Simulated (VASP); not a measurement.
# A VASP study of SnSe2 (PBEsol): structure first, properties next, part 2 of 6

What structure and properties does PBEsol give SnSe2, and how near are they to the measured ones? The start is a cell from a database of measured crystal structures.

VASP 6.6.1, plane waves and PAW; the level of theory is named at each step.

So far, gap on the k-mesh (eV): step 2 (relaxing cell and atoms (PBEsol)) 0.637. The relaxed cell has a = 3.820, c = 6.134 Å (conventional setting).

### Step 3. Single point with fields (PBEsol)

Level of this step: PBEsol; plane waves and PAW (Sn_d, Se) (VASP).

The relaxed cell gets a fresh self-consistent run, on a basis set for its own volume, to fix the density and to check the remaining stress.

INCAR reads:

```
SYSTEM = SnSe2
PREC = Accurate
ENCUT = 400
EDIFF = 1E-06
NELM = 100
ISMEAR = 0
SIGMA = 0.05
LREAL = .FALSE.
ALGO = Normal
GGA = PS
NBANDS = 19
LORBIT = 11
LWAVE = .FALSE.
LCHARG = .TRUE.
ISIF = 2
LELF = .TRUE.
LVHAR = .TRUE.
```

POSCAR reads:

```
SnSe2
1.0
    3.8202979081      0.0000000000      0.0000000000
   -1.9101489540      3.3084750384      0.0000000000
    0.0000000000      0.0000000000      6.1341064093
Sn Se
1 2
Direct
    0.0000000000      0.0000000000      0.0000000000
    0.3333333333      0.6666666667      0.2587113852
    0.6666666667      0.3333333333      0.7412886148
```

KPOINTS reads:

```
Automatic mesh
0
Gamma
7 7 4
0 0 0
```

The projector-augmented-wave data sets are Sn_d and Se (PBE family, release 64).

The run is started by

```console
mpirun -np 2 vasp_std
```

Output:

```text
[banner, memory and clock lines left out]
running    2 mpi-ranks, on    1 nodes
 distrk:  each k-point on    2 cores,    1 groups
 distr:  one band on    1 cores,    2 groups

 POSCAR found type information on POSCAR SnSe
 POSCAR found :  2 types and       3 ions
 [... a notice as in an earlier step ...]

 LDA part: xc-table for (Slater+PW92), standard interpolation
|                                                                             |
|           W    W    AA    RRRRR   N    N  II  N    N   GGGG   !!!           |
|           W    W   A  A   R    R  NN   N  II  NN   N  G    G  !!!           |
|           W    W  A    A  R    R  N N  N  II  N N  N  G       !!!           |
|           W WW W  AAAAAA  RRRRR   N  N N  II  N  N N  G  GGG   !            |
|           WW  WW  A    A  R   R   N   NN  II  N   NN  G    G                |
|           W    W  A    A  R    R  N    N  II  N    N   GGGG   !!!           |
|                                                                             |
|     The number of bands has been changed from the values supplied in        |
|     The orbitals not found in the WAVECAR file will be initialized with     |
|     random numbers, which is usually adequate. For correlated               |
|     calculations, however, you should redo the groundstate calculation.     |
|     I found NBANDS = 19. Now, NBANDS = 20.                                  |
|                                                                             |

 POSCAR, INCAR and KPOINTS ok, starting setup
 FFT: planning ... GRIDC
 FFT: planning ... GRID_SOFT
 FFT: planning ... GRID
 WAVECAR not read
 entering main loop
       N       E                     dE             d eps       ncg     rms          rms(c)
DAV:   1     0.184480622271E+03    0.18448E+03   -0.10615E+04  1152   0.121E+03
DAV:   2     0.680200632293E+01   -0.17768E+03   -0.17179E+03  1236   0.340E+02
DAV:   3    -0.125937868240E+02   -0.19396E+02   -0.19106E+02  1332   0.104E+02
DAV:   4    -0.132267329242E+02   -0.63295E+00   -0.63216E+00  1372   0.206E+01
DAV:   5    -0.132418257926E+02   -0.15093E-01   -0.15092E-01  1524   0.312E+00    0.493E+00
DAV:   6    -0.130033665798E+02    0.23846E+00   -0.46172E-01  1640   0.745E+00    0.311E+00
DAV:   7    -0.129775834761E+02    0.25783E-01   -0.13677E-01  1384   0.251E+00    0.892E-01
DAV:   8    -0.129756534132E+02    0.19301E-02   -0.10506E-02  1432   0.961E-01    0.253E-01
DAV:   9    -0.129756830914E+02   -0.29678E-04   -0.10907E-03  1276   0.238E-01    0.744E-02
DAV:  10    -0.129756850964E+02   -0.20050E-05   -0.89088E-05  1408   0.590E-02    0.280E-02
DAV:  11    -0.129756971633E+02   -0.12067E-04   -0.19837E-05  1256   0.243E-02    0.535E-03
DAV:  12    -0.129756973343E+02   -0.17101E-06   -0.99885E-07   944   0.776E-03
   1 F= -.12975697E+02 E0= -.12975697E+02  d E =-.107821E-19
```

Elapsed: 9.2 s, on 2 MPI ranks of AMD EPYC 9R45, shared host; peak memory 0.25 GiB.

Parts of OUTCAR (step 3):

```text
  LATTYP: Found a hexagonal cell.
 ALAT       =     3.8202979081
 C/A-ratio  =     1.6056617983

The static configuration has the point symmetry D_3d.

 Found     28 irreducible k-points:

   k-points           NKPTS =     28   k-points in BZ     NKDIM =     28   number of bands    NBANDS=     20

   ENCUT  =  400.0 eV  29.40 Ry    5.42 a.u.   6.23  6.23 10.00*2*pi/ulx,y,z

   NELECT =      26.0000    total number of electrons

 E-fermi :   4.3315

 k-point     1 :       0.0000    0.0000    0.0000
  band No.  band energies     occupation
    ...
      9       3.4713      2.00000
     10       3.4713      2.00000
     11       3.7058      2.00000
     12       3.7058      2.00000
     13       3.9581      2.00000
     14       4.9049      0.00000
     15       7.0091      0.00000
     16       8.6332      0.00000
     17       8.6332      0.00000
     18      12.0570      0.00000
    ...

 k-point     2 :       0.1429    0.0000    0.0000
  band No.  band energies     occupation
    ...
      9       1.7509      2.00000
     10       2.7185      2.00000
     11       2.7921      2.00000
     12       3.9751      2.00000
     13       4.0193      2.00000
     14       6.1014      0.00000
     15       7.6558      0.00000
     16       8.4728      0.00000
     17       8.9454      0.00000
     18      11.3791      0.00000
    ...

  Total        0.0221858      0.0221858      0.0141941      0.0000000      0.0000000      0.0000000
  in kB        0.4584682      0.4584682      0.2933210      0.0000000      0.0000000      0.0000000
  external PRESSURE =       0.4034191 kB  Pullay stress =       0.0000000 kB

  energy-cutoff  :      400.00
  volume of cell :       77.53
      direct lattice vectors                 reciprocal lattice vectors
     3.820297908  0.000000000  0.000000000     0.261759691  0.151127028  0.000000000
    -1.910148954  3.308475038  0.000000000     0.000000000  0.302254056  0.000000000
     0.000000000  0.000000000  6.134106409     0.000000000  0.000000000  0.163022930

 POSITION                                       TOTAL-FORCE (eV/Angst)
 -----------------------------------------------------------------------------------
      0.00000      0.00000      0.00000         0.000000      0.000000      0.000000
     -0.00000      2.20565      1.58696        -0.000000      0.000000      0.003003
      1.91015      1.10283      4.54714         0.000000      0.000000     -0.003003
 -----------------------------------------------------------------------------------
    total drift:                               -0.000000     -0.000000      0.000000

  FREE ENERGIE OF THE ION-ELECTRON SYSTEM (eV)
  ---------------------------------------------------
  free  energy   TOTEN  =       -12.9756973343 eV

  energy  without entropy=      -12.9756973343  energy(sigma->0) =      -12.97569733

 total charge
# of ion       s       p       d       tot
------------------------------------------
    1        1.062   1.027  10.098  12.187
    2        1.488   2.290   0.028   3.806
    3        1.488   2.290   0.028   3.806
--------------------------------------------------
tot          4.037   5.607  10.154  19.799

[... 2 parts as in an earlier step ...]

[... 7 further parts left out ...]
```

Numbers from this step:

- SCF cycles: 12
- bands: 20
- Fermi energy: 4.332 eV
- pressure: 0.04034 GPa
- least direct gap on the k-mesh: 0.9468 eV

Valence electrons inside each PAW sphere by angular momentum. Sphere charges, by row:

| atom | s (e) | p (e) | d (e) | tot (e) |
| --- | --- | --- | --- | --- |
| Sn1 | 1.062 | 1.027 | 10.1 | 12.19 |
| Se2 | 1.488 | 2.29 | 0.028 | 3.806 |
| Se3 | 1.488 | 2.29 | 0.028 | 3.806 |

Electrostatic potential energy in the ac plane at fractional y = 0.000, with atoms of Sn within 0.2 Å of it. With pseudopotentials it is smooth inside the atoms' cores, unlike the true potential.

Ten even steps from '0' (-90 eV) to '9' (5 eV), each cell a mean:
```
00268999998510
12479999998631
55789999999865
88999999999988
99999999999999
99999999999999
99999999999999
99999999999999
99999999999999
99999999999999
99999999999999
99999999999999
99999999999999
99999999999999
99999999999999
99999999999999
99999999999999
88999999999998
66899999999876
23589999999742
00368999998510
00258999998410
```
Columns run along a (3.8 Å; values clipped at the 3rd and 97th percentile), rows up along c (6.1 Å). Atoms in or near the plane, at fractional coordinates: Sn at (0.00, 0.00).

ELF in the ac plane at fractional y = 0.000, with atoms of Sn within 0.2 Å of it. It is the smooth field of the valence electrons, not physical close to the nuclei.

Ten even steps from '0' (0.01) to '9' (0.77), each cell a mean:
```
01343322234420
12444443444432
44445666664444
33346788876433
22357899986432
11247999986321
00146999986310
00125899874200
00013566642100
00001222211000
00000000000000
00000111110000
00012455532100
00025788864200
00136899985210
11247999986311
22357999986422
33356888876433
44445677765444
23444444444443
01343322234421
30243221234411
```
Columns run along a (3.8 Å), rows up along c (6.1 Å). Atoms in or near the plane, at fractional coordinates: Sn at (0.00, 0.00).

Valence density in the ac plane at fractional y = 0.000, with atoms of Sn within 0.2 Å of it. It is the smooth field of the valence electrons, not physical close to the nuclei.

Ten steps, logarithmic in the rise over the least value, from '0' (0 e/Å³) to '9' (12 e/Å³), each cell a mean:
```
98742111123579
87532211122467
55322222222345
22222222222222
11112222222111
01112222221111
00011222221100
00001122111000
00000111110000
00000001000000
00000000000000
00000000000000
00000111110000
00001111111000
00011222211100
00111222221110
11112222222111
22222222222222
44322222222234
76532211122357
98642111123578
99742111123589
```
Columns run along a (3.8 Å), rows up along c (6.1 Å). Atoms in or near the plane, at fractional coordinates: Sn at (0.00, 0.00).

In this run the pressure is 0.04 GPa, small enough to go on.

### Step 4. Bands along the symmetry lines (PBEsol)

Levels along the symmetry lines show where the bands peak and cross; KPOINTS_OPT computes them in the converged potential.

INCAR reads:

```
SYSTEM = SnSe2
PREC = Accurate
ENCUT = 400
EDIFF = 1E-06
NELM = 100
ISMEAR = 0
SIGMA = 0.05
LREAL = .FALSE.
ALGO = Normal
GGA = PS
NBANDS = 26
LORBIT = 11
LWAVE = .FALSE.
LCHARG = .FALSE.
KPAR = 2
```

POSCAR is that of step 3.

KPOINTS is that of step 3.

KPOINTS_OPT reads:

```
Line mode
16
Line-mode
Reciprocal
  0.00000000   0.00000000   0.00000000 GAMMA
  0.50000000   0.00000000   0.00000000 M

  0.50000000   0.00000000   0.00000000 M
  0.33333333   0.33333333   0.00000000 K

  0.33333333   0.33333333   0.00000000 K
  0.00000000   0.00000000   0.00000000 GAMMA

  0.00000000   0.00000000   0.00000000 GAMMA
  0.00000000   0.00000000   0.50000000 A

  0.00000000   0.00000000   0.50000000 A
  0.50000000   0.00000000   0.50000000 L

  0.50000000   0.00000000   0.50000000 L
  0.33333333   0.33333333   0.50000000 H

  0.33333333   0.33333333   0.50000000 H
  0.00000000   0.00000000   0.50000000 A

  0.50000000   0.00000000   0.50000000 L
  0.50000000   0.00000000   0.00000000 M

  0.33333333   0.33333333   0.00000000 K
  0.33333333   0.33333333   0.50000000 H
```

The run is started by

```console
mpirun -np 2 vasp_std
```

Output:

```text
[banner, memory and clock lines left out]
running    2 mpi-ranks, on    1 nodes
 distrk:  each k-point on    1 cores,    2 groups
 distr:  one band on    1 cores,    1 groups

 POSCAR found type information on POSCAR SnSe
 POSCAR found :  2 types and       3 ions
 [... a notice as in an earlier step ...]

 LDA part: xc-table for (Slater+PW92), standard interpolation
 POSCAR, INCAR and KPOINTS ok, starting setup
 FFT: planning ... GRIDC
 FFT: planning ... GRID_SOFT
 FFT: planning ... GRID
 WAVECAR not read
 entering main loop
       N       E                     dE             d eps       ncg     rms          rms(c)
DAV:   1     0.185742339226E+03    0.18574E+03   -0.99095E+03  1550   0.950E+02
DAV:   2     0.951857842076E+01   -0.17622E+03   -0.16569E+03  1640   0.298E+02
DAV:   3    -0.125511479578E+02   -0.22070E+02   -0.21742E+02  1784   0.895E+01
DAV:   4    -0.132258103113E+02   -0.67466E+00   -0.67400E+00  1782   0.169E+01
DAV:   5    -0.132416264499E+02   -0.15816E-01   -0.15814E-01  1908   0.261E+00    0.494E+00
DAV:   6    -0.130033343913E+02    0.23829E+00   -0.37805E-01  2034   0.569E+00    0.309E+00
DAV:   7    -0.129775531554E+02    0.25781E-01   -0.11796E-01  1826   0.195E+00    0.904E-01
DAV:   8    -0.129756539704E+02    0.18992E-02   -0.97460E-03  1870   0.761E-01    0.256E-01
DAV:   9    -0.129756868610E+02   -0.32891E-04   -0.10099E-03  1618   0.193E-01    0.774E-02
DAV:  10    -0.129756852917E+02    0.15693E-05   -0.83782E-05  1810   0.494E-02    0.271E-02
DAV:  11    -0.129756971227E+02   -0.11831E-04   -0.15153E-05  1584   0.197E-02    0.488E-03
DAV:  12    -0.129756974011E+02   -0.27838E-06   -0.88237E-07  1394   0.505E-03
   1 F= -.12975697E+02 E0= -.12975697E+02  d E =-.118472E-10
 Start KPOINTS_OPT (optional k-point list driver)
k-point batch [1-28\144]
       N       E                     dE             ncg
DAV:   1     0.260134745254E+03   -0.15099E+05     1586
DAV:   2    -0.463534523136E+04   -0.48955E+04     1562
DAV:   3    -0.524999371501E+04   -0.61465E+03     1838
DAV:   4    -0.526954687912E+04   -0.19553E+02     1716
DAV:   5    -0.526999130224E+04   -0.44442E+00     2010
DAV:   6    -0.527000513997E+04   -0.13838E-01     1824
DAV:   7    -0.527000581525E+04   -0.67528E-03     2238
DAV:   8    -0.527000581864E+04   -0.33920E-05     1472
DAV:   9    -0.527000581882E+04   -0.18021E-06     1266
[...]
k-point batch [141-144\144]
       N       E                     dE             ncg
DAV:   1     0.189003413622E+05   -0.32255E+04      224
DAV:   2     0.181952886743E+05   -0.70505E+03      224
DAV:   3     0.181077278489E+05   -0.87561E+02      260
DAV:   4     0.181051571665E+05   -0.25707E+01      248
DAV:   5     0.181051009124E+05   -0.56254E-01      288
DAV:   6     0.181050989209E+05   -0.19916E-02      252
DAV:   7     0.181050987940E+05   -0.12684E-03      320
DAV:   8     0.181050987936E+05   -0.43626E-06      202
```

Wall time 43 s (2 MPI ranks); peak memory 0.37 GiB.

OUTCAR, selected parts (step 4):

```text
The static configuration has the point symmetry D_3d.

 Found     28 irreducible k-points:

   k-points           NKPTS =     28   k-points in BZ     NKDIM =     28   number of bands    NBANDS=     26

   NELECT =      26.0000    total number of electrons

 E-fermi :   4.2325

 k-point     1 :       0.0000    0.0000    0.0000
  band No.  band energies     occupation
    ...
      9       3.4714      2.00000
     10       3.4714      2.00000
     11       3.7059      2.00000
     12       3.7059      2.00000
     13       3.9581      2.00000
     14       4.9049      0.00000
     15       7.0091      0.00000
     16       8.6332      0.00000
     17       8.6332      0.00000
     18      12.0570      0.00000
    ...

 k-point     2 :       0.1429    0.0000    0.0000
  band No.  band energies     occupation
    ...
      9       1.7509      2.00000
     10       2.7185      2.00000
     11       2.7921      2.00000
     12       3.9752      2.00000
     13       4.0194      2.00000
     14       6.1014      0.00000
     15       7.6558      0.00000
     16       8.4729      0.00000
     17       8.9454      0.00000
     18      11.3792      0.00000
    ...

  Total        0.0234388      0.0234388      0.0151705      0.0000000      0.0000000     -0.0000000
  in kB        0.4843606      0.4843606      0.3134968      0.0000000      0.0000000     -0.0000000
  external PRESSURE =       0.4274060 kB  Pullay stress =       0.0000000 kB

 POSITION                                       TOTAL-FORCE (eV/Angst)
 -----------------------------------------------------------------------------------
      0.00000      0.00000      0.00000        -0.000000     -0.000000      0.000000
     -0.00000      2.20565      1.58696         0.000000     -0.000000      0.003149
      1.91015      1.10283      4.54714        -0.000000      0.000000     -0.003149
 -----------------------------------------------------------------------------------
    total drift:                               -0.000000     -0.000000     -0.000000

  FREE ENERGIE OF THE ION-ELECTRON SYSTEM (eV)
  ---------------------------------------------------
  free  energy   TOTEN  =       -12.9756974011 eV

  energy  without entropy=      -12.9756974011  energy(sigma->0) =      -12.97569740

[... 8 parts as in an earlier step ...]

[... 5 further parts left out ...]
```

Spin-orbit coupling is off here; with elements this heavy it splits and shifts levels by tenths of an eV or more.

This step gave:

```yaml
bands: 26
fermi_energy: 4.232 eV
pressure: 0.04274 GPa
least_gap_on_mesh_and_path: 0.4923 eV
least_direct_gap_on_mesh_and_path: 0.9468 eV
valence_top_at_k: 0.08889, 0.08889, 0
conduction_bottom_at_k: 0.5, 0, 0.3333
```

The electronic bands at the labelled points (eV, zero at the valence-band top; v1 is the highest filled band, c1 the lowest empty one):

| point | v4 | v3 | v2 | v1 | c1 | c2 | c3 | c4 |
| --- | --- | --- | --- | --- | --- | --- | --- | --- |
| Γ | -0.62 | -0.39 | -0.39 | -0.14 | 0.81 | 2.92 | 4.54 | 4.54 |
| 0.47 of the way | -2.27 | -1.81 | -0.26 | -0.12 | 1.93 | 3.67 | 5.10 | 5.26 |
| M | -3.10 | -2.57 | -1.49 | -0.32 | 1.09 | 3.54 | 5.08 | 5.09 |
| 0.47 of the way | -3.15 | -3.00 | -1.48 | -1.28 | 1.25 | 4.87 | 5.07 | 6.01 |
| K | -3.63 | -3.32 | -1.77 | -1.77 | 0.96 | 6.22 | 6.22 | 6.95 |
| 0.53 of the way | -3.20 | -1.28 | -1.19 | -0.19 | 2.01 | 4.63 | 4.76 | 5.36 |
| Γ | -0.62 | -0.39 | -0.39 | -0.14 | 0.81 | 2.92 | 4.54 | 4.54 |
| 0.47 of the way | -0.69 | -0.69 | -0.28 | -0.28 | 1.73 | 2.91 | 4.40 | 4.40 |
| A | -0.75 | -0.75 | -0.19 | -0.19 | 2.41 | 2.80 | 4.23 | 4.23 |
| 0.47 of the way | -1.88 | -1.62 | -1.51 | -0.46 | 1.56 | 4.35 | 5.37 | 5.57 |
| L | -2.35 | -2.06 | -0.98 | -0.80 | 0.61 | 3.92 | 4.53 | 5.64 |
| 0.47 of the way | -3.43 | -2.76 | -0.68 | -0.53 | 1.41 | 4.16 | 5.03 | 5.31 |
| H | -4.24 | -3.77 | -0.43 | -0.43 | 2.24 | 4.26 | 4.26 | 5.79 |
| 0.47 of the way | -2.86 | -2.12 | -0.99 | -0.90 | 1.99 | 4.38 | 5.53 | 5.61 |
| A | -0.75 | -0.75 | -0.19 | -0.19 | 2.41 | 2.80 | 4.23 | 4.23 |
| jump to L | -2.35 | -2.06 | -0.98 | -0.80 | 0.61 | 3.92 | 4.53 | 5.64 |
| 0.47 of the way | -2.64 | -2.46 | -0.93 | -0.58 | 0.56 | 3.83 | 5.25 | 5.57 |
| M | -3.10 | -2.57 | -1.49 | -0.32 | 1.09 | 3.54 | 5.08 | 5.09 |
| jump to K | -3.63 | -3.32 | -1.77 | -1.77 | 0.96 | 6.22 | 6.22 | 6.95 |
| 0.47 of the way | -3.96 | -3.53 | -1.16 | -1.16 | 1.48 | 5.27 | 5.27 | 6.47 |
| H | -4.24 | -3.77 | -0.43 | -0.43 | 2.24 | 4.26 | 4.26 | 5.79 |

Of the projections kept (Sn, Se), the largest for each band there; the rest of the weight can lie on other orbitals:

| point | v4 | v3 | v2 | v1 | c1 | c2 | c3 | c4 |
| --- | --- | --- | --- | --- | --- | --- | --- | --- |
| Γ | Se 0.79 | Se 0.92 | Se 0.92 | Se 0.86 | Se 0.57 | Sn 0.55 | Sn 0.71 | Sn 0.71 |
| M | Se 0.76 | Se 0.69 | Se 0.85 | Se 0.93 | Se 0.61 | Sn 0.57 | Sn 0.60 | Se 0.66 |
| K | Se 0.67 | Se 0.63 | Se 0.92 | Se 0.92 | Se 0.58 | Se 0.62 | Se 0.62 | Sn 0.50 |
| Γ | Se 0.79 | Se 0.92 | Se 0.92 | Se 0.86 | Se 0.57 | Sn 0.55 | Sn 0.71 | Sn 0.71 |
| A | Se 0.81 | Se 0.81 | Se 0.92 | Se 0.92 | Se 0.61 | Sn 0.64 | Sn 0.74 | Sn 0.74 |
| L | Se 0.67 | Se 0.72 | Se 0.88 | Se 0.93 | Se 0.59 | Se 0.68 | Sn 0.62 | Sn 0.51 |

The path lowers the gap by 0.14 eV against the mesh alone, so a band edge lies off the mesh.

[end of part 2 of 6]

[Lines on the potential files, build, host, timing and source positions are cut from VASP's logs without a mark.]

[Logs are printed without paths, hosts, clocks, repeated set-up lines and the standing remarks that a program may print on its own settings, such as how far it seeks lower states.]

[Hosts, paths, dates, database ids (printed as entryN), source tags and the programs' standing remarks are cut or masked in the printed files.]

[A measured line is paired with the nearest computed mode of its activity, which favours agreement.]
